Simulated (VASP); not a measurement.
Input:

```xyz
1
Lattice="0.0000 2.9750 2.9750 2.9750 0.0000 2.9750 2.9750 2.9750 0.0000" Properties=species:S:1:pos:R:3 pbc="T T T"
Sr     0.0000     0.0000     0.0000
```

The numbers are results of revTPSS meta-GGA, VASP's PBE PAW potentials (set 64) (plane waves; VASP), not measurements. Numerical set-up: 520 eV cut-off, 11×11×11 Γ-centred mesh, first-order Methfessel-Paxton smearing of 0.10 eV, potentials Sr_sv.

Estimate the energy per atom (σ→0), band gap (on the k-mesh) with the smallest direct gap where there is one.

The band gap (on the k-mesh) is none (metal, semimetal or under 0.01 eV) and the energy per atom (σ→0) is 7.968 eV/atom.

Only differences to runs with the same potentials and settings are physical.

The compound is Sr in the fcc structure. This cell is one point of a volume scan, at 0.97 of the reference volume.
